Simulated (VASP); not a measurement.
# LaSi3Ir: which input changes matter, part 3 of 4

Aim: change the input of a sound run on LaSi3Ir piece by piece and see what each change does. All runs use PBEsol. The start is a cell from a database of measured crystal structures.

VASP 6.6.1; PBEsol; plane waves and PAW (La, Si, Ir).

Still holding for the runs below: The k-mesh is coarse for a metal.

So far. Step 2 (Reference run): The pressure is -1.55 GPa and the largest force 0.354 eV/Å, so the cell is not at a minimum at these settings.

## (6) Relaxing cell and atoms (PBEsol) with a changed input

Properties are meant for the cell that this level of theory prefers, so cell and atoms are relaxed first (ISIF = 3) until forces and stress are small; EDIFFG sets the threshold. Some settings are moved from the usual, to see what they do.

File INCAR:

```
SYSTEM = LaSi3Ir
PREC = Accurate
ENCUT = 400
EDIFF = 1E-06
NELM = 100
ISMEAR = -1
SIGMA = 0.05
LREAL = .FALSE.
ALGO = Normal
GGA = PS
NBANDS = 28
LASPH = .TRUE.
LORBIT = 11
LWAVE = .FALSE.
LCHARG = .FALSE.
KPAR = 4
IBRION = 2
NSW = 60
ISIF = 3
EDIFFG = -0.01
ISYM = -1
```

File POSCAR:

```
LaSi3Ir
1.0
    0.0000000000     -4.2780000000      0.0000000000
   -4.2780000000      0.0000000000      0.0000000000
    2.1390000000     -2.1390000000     -4.9150000000
La Si Ir
1 3 1
Direct
    0.0000000000      0.0000000000      0.0000000000
    0.7615000000      0.7385000000      0.4770000000
    0.2615000000      0.2385000000      0.4770000000
    0.4112000000      0.5888000000      0.1776000000
    0.6553000000      0.3447000000      0.6894000000
```

File KPOINTS:

```
Automatic mesh
0
Gamma
6 6 6
0 0 0
```

The projector-augmented-wave data sets are La, Si and Ir (PBE family, release 64).

Command:

```console
> mpirun -np 4 vasp_std
```

Log:

```text
[... set-up lines as in an earlier step ...]
 entering main loop
       N       E                     dE             d eps       ncg     rms          rms(c)
DAV:   1     0.202892054970E+03    0.20289E+03   -0.98455E+03 12560   0.115E+03
DAV:   2    -0.458255690167E+01   -0.20747E+03   -0.17449E+03 13108   0.241E+02
DAV:   3    -0.360694292520E+02   -0.31487E+02   -0.28394E+02 15500   0.971E+01
DAV:   4    -0.381124387498E+02   -0.20430E+01   -0.20079E+01 21712   0.254E+01
DAV:   5    -0.381682236273E+02   -0.55785E-01   -0.55613E-01 17716   0.385E+00    0.164E+01
DAV:   6    -0.375201314157E+02    0.64809E+00   -0.81877E+00 19824   0.215E+01    0.453E+00
DAV:   7    -0.370673359648E+02    0.45280E+00   -0.26842E+00 19720   0.133E+01    0.425E+00
DAV:   8    -0.370004606569E+02    0.66875E-01   -0.28345E-01 16944   0.312E+00    0.863E-01
DAV:   9    -0.369916539666E+02    0.88067E-02   -0.70451E-02 20848   0.207E+00    0.387E-01
DAV:  10    -0.369907924086E+02    0.86156E-03   -0.10797E-02 18972   0.749E-01    0.129E-01
DAV:  11    -0.369910009541E+02   -0.20855E-03   -0.10442E-03 22256   0.205E-01    0.702E-02
DAV:  12    -0.369911052491E+02   -0.10430E-03   -0.34190E-04 19652   0.932E-02    0.330E-02
DAV:  13    -0.369911212331E+02   -0.15984E-04   -0.89625E-05 23352   0.390E-02    0.147E-02
DAV:  14    -0.369911279634E+02   -0.67304E-05   -0.23089E-05 18808   0.236E-02    0.817E-03
DAV:  15    -0.369911291600E+02   -0.11965E-05   -0.47778E-06 14512   0.947E-03    0.472E-03
DAV:  16    -0.369911297793E+02   -0.61935E-06   -0.55594E-06 15144   0.110E-02
   1 F= -.36991130E+02 E0= -.36982910E+02  d E =-.369911E+02
 curvature:   0.00 expect dE= 0.000E+00 dE for cont linesearch  0.000E+00
 trial: gam= 0.00000 g(F)=  0.107E-01 g(S)=  0.220E-01 ort = 0.000E+00 (trialstep = 0.100E+01)
 search vector abs. value=  0.327E-01
 bond charge predicted
       N       E                     dE             d eps       ncg     rms          rms(c)
DAV:   1    -0.370891417739E+02   -0.98013E-01   -0.39928E+00 15180   0.145E+01    0.296E+00
DAV:   2    -0.370240053678E+02    0.65136E-01   -0.68064E-01 19004   0.804E+00    0.113E+00
DAV:   3    -0.369978941673E+02    0.26111E-01   -0.95304E-02 19420   0.301E+00    0.388E-01
DAV:   4    -0.369939688825E+02    0.39253E-02   -0.22309E-02 21828   0.979E-01    0.154E-01
DAV:   5    -0.369939193884E+02    0.49494E-04   -0.25595E-03 21036   0.459E-01    0.137E-01
DAV:   6    -0.369938560920E+02    0.63296E-04   -0.94953E-04 22244   0.238E-01    0.335E-02
DAV:   7    -0.369938930789E+02   -0.36987E-04   -0.18963E-04 22904   0.698E-02    0.193E-02
DAV:   8    -0.369938990424E+02   -0.59634E-05   -0.13901E-05 19820   0.242E-02    0.121E-02
DAV:   9    -0.369939040309E+02   -0.49886E-05   -0.19829E-05 20124   0.260E-02    0.323E-03
DAV:  10    -0.369939040511E+02   -0.20162E-07   -0.19803E-06 17468   0.106E-02
   2 F= -.36993904E+02 E0= -.36985987E+02  d E =-.277427E-02
[...]
3 F= -.37000234E+02 E0= -.36992148E+02  d E =-.910433E-02
[...]
4 F= -.37002168E+02 E0= -.36994132E+02  d E =-.193360E-02
[...]
5 F= -.37002177E+02 E0= -.36994139E+02  d E =-.194329E-02
[...]
6 F= -.37002624E+02 E0= -.36994652E+02  d E =-.446387E-03
[...]
7 F= -.37002641E+02 E0= -.36994685E+02  d E =-.464080E-03
[...]
8 F= -.37002683E+02 E0= -.36994720E+02  d E =-.415472E-04
 trial-energy change:   -0.000042  1 .order   -0.000042   -0.000050   -0.000035
 step:   3.1740(harm=  3.1740)  dis= 0.00343  next Energy=   -37.002725 (dE=-0.839E-04)
 bond charge predicted
       N       E                     dE             d eps       ncg     rms          rms(c)
DAV:   1    -0.370026942021E+02   -0.10877E-04   -0.15563E-02 16576   0.798E-01    0.410E-02
DAV:   2    -0.370027189055E+02   -0.24703E-04   -0.77315E-04 17252   0.178E-01    0.218E-02
DAV:   3    -0.370027163572E+02    0.25484E-05   -0.57812E-05 21196   0.688E-02    0.109E-02
DAV:   4    -0.370027149850E+02    0.13721E-05   -0.59235E-06 19548   0.180E-02    0.561E-03
DAV:   5    -0.370027147326E+02    0.25240E-06   -0.77523E-07  8680   0.696E-03
   9 F= -.37002715E+02 E0= -.36994737E+02  d E =-.732597E-04
 curvature:  -1.73 expect dE=-0.685E-05 dE for cont linesearch -0.744E-06
 trial: gam= 0.00000 g(F)=  0.694E-06 g(S)=  0.326E-05 ort =-0.498E-05 (trialstep = 0.139E+01)
 search vector abs. value=  0.396E-05
 reached required accuracy - stopping structural energy minimisation
```

Run time: 4.7 min. Hardware: 4 MPI ranks of AMD EPYC 9R45, shared host; peak memory 1.9 GiB; 19 min of CPU time.

From OUTCAR (step 6):

```text
   k-points           NKPTS =    216   k-points in BZ     NKDIM =    216   number of bands    NBANDS=     28

   NELECT =      32.0000    total number of electrons

 E-fermi :   9.6618

 k-point     1 :       0.0000    0.0000    0.0000
  band No.  band energies     occupation
    ...
     13       6.7870      2.00000
     14       7.9145      2.00000
     15       7.9145      2.00000
     16       9.7047      0.59550
     17       9.7048      0.59531
     18      10.8027      0.00000
     19      11.5535      0.00000
     20      11.8522      0.00000
     21      12.0151      0.00000
     22      12.0151      0.00000
    ...

  Total       -0.0071046     -0.0071104     -0.0154038      0.0000087     -0.0000115      0.0000084
  in kB       -0.1280984     -0.1282019     -0.2777355      0.0001569     -0.0002072      0.0001521
  external PRESSURE =      -0.1780119 kB  Pullay stress =       0.0000000 kB

 POSITION                                       TOTAL-FORCE (eV/Angst)
 -----------------------------------------------------------------------------------
      0.00000     -4.25380     -0.01163         0.000001     -0.000003     -0.000775
     -2.12690     -4.25380     -2.33418        -0.000001      0.000005      0.001071
     -0.00000     -2.12690     -2.33418        -0.000005     -0.000002      0.001071
     -2.12690     -2.12690     -0.85855         0.000003     -0.000002     -0.002980
      0.00001     -4.25381     -3.40404         0.000002      0.000002      0.001613
 -----------------------------------------------------------------------------------
    total drift:                                0.000043     -0.000043      0.000940

  FREE ENERGIE OF THE ION-ELECTRON SYSTEM (eV)
  ---------------------------------------------------
  free  energy   TOTEN  =       -37.0027147326 eV

  energy  without entropy=      -36.9867596451  energy(sigma->0) =      -36.99473719

 reached required accuracy - stopping structural energy minimisation

[... 3 parts as in an earlier step ...]

[... 10 further parts left out ...]
```

CONTCAR:

```
LaSi3Ir
   1.00000000000000
     0.0000041529090682   -4.2538048142096043   -0.0000012207816237
    -4.2538047314417682    0.0000041532360475    0.0000011647782551
     2.1269057707248824   -2.1269058783536408   -4.9108039681988682
  La              Si              Ir
     1     3     1
Direct
     0.9988158724730547    0.0011840855358455    0.0023680360322508
     0.7623419402135557    0.7376569496098009    0.4753144082204007
     0.2623430340024229    0.2376580603820264    0.4753144027287496
     0.4125851236849424    0.5874149080501285    0.1748295128192421
     0.6534140296260184    0.3465859964222047    0.6931736401993477
```

ISYM = -1 switches symmetry off, which costs time and frees a relaxation from the symmetry of its start.

Relaxation path:

```tsv
step	energy less that of the first step (eV)	largest force (eV/Å)	pressure (GPa)	volume (Å³)
1	0.0000	0.3539	-1.54	89.95
2	-0.0028	0.1355	2.01	87.72
3	-0.0091	0.1977	0.34	88.72
4	-0.0110	0.0541	-0.09	88.89
5	-0.0110	0.0389	-0.07	88.88
6	-0.0115	0.0216	-0.01	88.82
7	-0.0115	0.0228	0.02	88.81
8	-0.0116	0.0152	0.01	88.82
9	-0.0116	0.0030	-0.02	88.86
```

```tsv
conventional cell, symmetrised	before	after	change
a (Å)	4.278	4.254	-0.6 %
b (Å)	4.278	4.254	-0.6 %
c (Å)	9.830	9.822	-0.1 %
volume (Å³/atom)	17.99	17.77	-1.2 %
```

The atoms that moved most (Å, as changes of fractional coordinates times the final cell):

```tsv
atom	dx	dy	dz	length
Ir5	0.000	0.000	-0.019	0.019
Si4	0.000	0.000	0.014	0.014
La1	0.000	0.000	-0.012	0.012
Si3	0.000	0.000	0.008	0.008
Si2	0.000	0.000	0.008	0.008
```

Final coordinates:

```xyz
5
Lattice="0.0000 -4.2538 0.0000 -4.2538 0.0000 0.0000 2.1269 -2.1269 -4.9108" Properties=species:S:1:pos:R:3 pbc="T T T"
La    0.0000    0.0000   -0.0116
Si   -2.1269   -4.2538   -2.3342
Si    0.0000   -2.1269   -2.3342
Si   -2.1269   -2.1269   -0.8586
Ir    0.0000   -4.2538   -3.4040
```

This step gave:

| Item | Value |
| --- | --- |
| bands | 28 |
| irreducible k-points | 216 |
| free energy (TOTEN) | -37.00 eV |
| energy at zero smearing | -36.99 eV |
| Fermi energy | 9.662 eV |
| pressure | -0.01780 GPa |
| SCF cycles over all ionic steps | 64 |

It ends with a largest force of 0.003 eV/Å and a pressure of -0.02 GPa.

## (7) Relaxing cell and atoms (PBEsol) with a changed input, try 2

This run is made with a changed input; what comes of it follows.

File INCAR:

```
SYSTEM = LaSi3Ir
PREC = Accurate
ENCUT = 400
EDIFF = 1E-14
NELM = 96
ISMEAR = -1
SIGMA = 0.05
LREAL = .FALSE.
ALGO = Normal
GGA = PS
NBANDS = 22
LASPH = .TRUE.
LORBIT = 11
LWAVE = .FALSE.
LCHARG = .FALSE.
KPAR = 4
IBRION = 2
NSW = 30
ISIF = 3
EDIFFG = -0.01
```

POSCAR is that of step 6.

KPOINTS is that of step 6.

Command:

```console
> mpirun -np 4 vasp_std
```

Log:

```text
[... set-up lines as in an earlier step ...]
 entering main loop
       N       E                     dE             d eps       ncg     rms          rms(c)
DAV:   1     0.208561746955E+03    0.20856E+03   -0.10259E+04  1344   0.147E+03
DAV:   2     0.673623428850E+01   -0.20183E+03   -0.18205E+03  1552   0.281E+02
DAV:   3    -0.353880917897E+02   -0.42124E+02   -0.39341E+02  1956   0.117E+02
DAV:   4    -0.380083302425E+02   -0.26202E+01   -0.24916E+01  2400   0.334E+01
[...]
DAV:  24    -0.369911297713E+02   -0.61982E-09   -0.21903E-12  1776   0.106E-05    0.138E-06
DAV:  25    -0.369911297707E+02    0.57321E-09    0.38676E-12  1600   0.575E-06    0.444E-07
DAV:  26    -0.369911297707E+02    0.45475E-12   -0.25781E-12  1500   0.385E-06
   1 F= -.36991130E+02 E0= -.36982910E+02  d E =-.369911E+02
[...]
|     The electronic self-consistency was not achieved in the given           |
[... from here on, the cycles between the ionic steps are left out ...]
   2 F= -.36993889E+02 E0= -.36985973E+02  d E =-.275962E-02
[...]
|     The electronic self-consistency was not achieved in the given           |
   3 F= -.37000233E+02 E0= -.36992148E+02  d E =-.910337E-02
   4 F= -.37002154E+02 E0= -.36994119E+02  d E =-.192128E-02
[...]
hard stop encountered!  aborting job ...
[...]
soft stop encountered!  aborting job ...
   5 F= -.37002168E+02 E0= -.36994129E+02  d E =-.160781E-01
 deleting file STOPCAR
```

Run time: 4 min. Hardware: 4 MPI ranks; peak memory 0.82 GiB.

The run was stopped at its time limit, by a STOPCAR file.

By then 4 ionic steps had been finished.

The fault in the input: threshold below the noise (EDIFF = 1e-14). An EDIFF of 1E-06 to 1E-08 can be reached; this one can't.

## (8) A single point (PBEsol) with a changed input

A single point gives energy, forces and stress at these settings. Some settings are moved from the usual, to see what they do.

File INCAR:

```
SYSTEM = LaSi3Ir
PREC = Accurate
ENCUT = 600
EDIFF = 1E-06
NELM = 100
ISMEAR = -1
SIGMA = 0.05
LREAL = .FALSE.
ALGO = Normal
GGA = PS
NBANDS = 22
LASPH = .TRUE.
LORBIT = 11
LWAVE = .FALSE.
LCHARG = .FALSE.
KPAR = 4
ISIF = 2
AMIX = 0.6
```

POSCAR is that of step 7.

File KPOINTS:

```
Automatic mesh
0
Gamma
2 2 2
0 0 0
```

Command:

```console
> mpirun -np 4 vasp_std
```

Log:

```text
[... set-up lines as in an earlier step ...]
 entering main loop
       N       E                     dE             d eps       ncg     rms          rms(c)
DAV:   1     0.245148988733E+03    0.24515E+03   -0.13097E+04   176   0.198E+03
DAV:   2     0.182714573935E+02   -0.22688E+03   -0.20153E+03   208   0.320E+02
DAV:   3    -0.348185684900E+02   -0.53090E+02   -0.49880E+02   252   0.144E+02
DAV:   4    -0.383898233240E+02   -0.35713E+01   -0.33051E+01   336   0.381E+01
DAV:   5    -0.385489787061E+02   -0.15916E+00   -0.15606E+00   250   0.724E+00    0.166E+01
DAV:   6    -0.392324825243E+02   -0.68350E+00   -0.35940E+01   312   0.436E+01    0.846E+00
DAV:   7    -0.371829464311E+02    0.20495E+01   -0.16330E+01   304   0.382E+01    0.373E+00
DAV:   8    -0.372665486644E+02   -0.83602E-01   -0.14495E+00   264   0.865E+00    0.160E+00
DAV:   9    -0.372311236408E+02    0.35425E-01   -0.24027E-01   304   0.400E+00    0.889E-01
DAV:  10    -0.372322879641E+02   -0.11643E-02   -0.14681E-02   258   0.875E-01    0.341E-01
DAV:  11    -0.372318089915E+02    0.47897E-03   -0.19942E-03   296   0.335E-01    0.123E-01
DAV:  12    -0.372317154720E+02    0.93520E-04   -0.82507E-04   344   0.220E-01    0.426E-02
DAV:  13    -0.372317272908E+02   -0.11819E-04   -0.18641E-04   272   0.999E-02    0.154E-02
DAV:  14    -0.372317341046E+02   -0.68138E-05   -0.53198E-05   296   0.466E-02    0.874E-03
DAV:  15    -0.372317351211E+02   -0.10165E-05   -0.11019E-05   272   0.186E-02    0.446E-03
DAV:  16    -0.372317356447E+02   -0.52353E-06   -0.50552E-06   232   0.148E-02
   1 F= -.37231736E+02 E0= -.37209099E+02  d E =-.452731E-01
```

Elapsed: 8.2 s, on 4 MPI ranks; peak memory 0.89 GiB; 30 s of CPU time.

From OUTCAR (step 8):

```text
   k-points           NKPTS =      4   k-points in BZ     NKDIM =      4   number of bands    NBANDS=     22

   ENCUT  =  600.0 eV  44.10 Ry    6.64 a.u.   8.54  8.54 11.53*2*pi/ulx,y,z

   NELECT =      32.0000    total number of electrons

 E-fermi :   9.4537

 k-point     1 :       0.0000    0.0000    0.0000
  band No.  band energies     occupation
    ...
     11       6.1074      2.00000
     12       6.1747      2.00000
     13       6.6976      2.00000
     14       7.7434      2.00000
     15       7.7434      2.00000
     16       9.5392      0.30639
     17       9.5392      0.30639
     18      10.7837      0.00000
     19      11.2030      0.00000
     20      11.6886      0.00000
    ...

  Total       -1.4914109     -1.4914109     -1.3319849      0.0000000     -0.0000000      0.0000000
  in kB      -26.5645721    -26.5645721    -23.7249228      0.0000000     -0.0000000      0.0000000
  external PRESSURE =     -25.6180223 kB  Pullay stress =       0.0000000 kB

 POSITION                                       TOTAL-FORCE (eV/Angst)
 -----------------------------------------------------------------------------------
      0.00000      0.00000      0.00000         0.000000     -0.000000     -0.477895
     -2.13900     -4.27800     -2.34445         0.000000     -0.000000      1.026819
     -0.00000     -2.13900     -2.34445         0.000000     -0.000000      1.026819
     -2.13900     -2.13900     -0.87290        -0.000000      0.000000     -1.464530
     -0.00000     -4.27800     -3.38840         0.000000      0.000000     -0.111214
 -----------------------------------------------------------------------------------
    total drift:                               -0.000002      0.000002     -0.000883

  FREE ENERGIE OF THE ION-ELECTRON SYSTEM (eV)
  ---------------------------------------------------
  free  energy   TOTEN  =       -37.2317356447 eV

  energy  without entropy=      -37.1864625446  energy(sigma->0) =      -37.20909909

[... 3 parts as in an earlier step ...]

[... 10 further parts left out ...]
```

The run converged; its settings lie outside those of the reference runs, so its numbers are set aside.

Against the sound run on this cell (reference run) the energy at zero smearing moves by -45.2 meV an atom and the pressure by -1.01 GPa.

Settings moved from the usual: ENCUT = 600, AMIX = 0.6 and k-mesh = 2×2×2. KPOINTS differs too.

The mesh holds 4 irreducible points against 30. AMIX acts on the way to self-consistency or on speed; a fully converged result doesn't depend on them, though slow mixing can meet EDIFF with the stress still off.

(Part 3 of 4 ends here.)

[Lines on the potential files, build, host, timing and source positions are cut from VASP's logs without a mark.]

[Logs are printed without paths, hosts, clocks, repeated set-up lines and the standing remarks that a program may print on its own settings, such as how far it seeks lower states.]

[Hosts, paths, dates, database ids (printed as entryN), source tags and the programs' standing remarks are cut or masked in the printed files.]

[A measured line is paired with the nearest computed mode of its activity, which favours agreement.]

[In band tables of VASP the shares of atoms and orbitals are scaled to a sum of 1 inside the atoms' spheres.]
